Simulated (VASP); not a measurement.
Data:

```
CELL_PARAMETERS angstrom
      0.00000     1.80517     1.80517
      1.80517     0.00000     1.80517
      1.80517     1.80517     0.00000
ATOMIC_POSITIONS crystal
  B  0.00000 0.00000 0.00000
  N  0.25000 0.25000 0.25000
```

Computed with r2SCAN+rVV10, VASP's PBE PAW potentials (set 64) (plane waves; VASP). Numerical set-up: 520 eV cut-off, 14×14×14 Γ-centred mesh, tetrahedra with Blöchl corrections, potentials B N.

### Question
Give the energies of bands 2 to 7 at the high-symmetry points, in eV from the valence-band maximum.

### Answer

```csv
band,Γ,X,U,L,W
2,0.00,-9.36,-8.54,-11.14,-7.99
3,0.00,-5.12,-7.95,-2.02,-7.26
4,0.00,-5.12,-4.26,-2.02,-6.73
5,9.54,4.94,7.47,10.81,10.31
6,9.54,9.80,13.70,11.47,14.29
7,9.54,19.31,17.01,11.47,15.45
```

The gap is indirect, 4.94 eV, from the valence maximum at Γ to the conduction minimum at X.

Measured: gap 6.20 eV at 300 K (computed value off by -1.26 eV), as given by arXiv:1206.3780.

The compound is BN in the zinc blende structure. It was relaxed first.
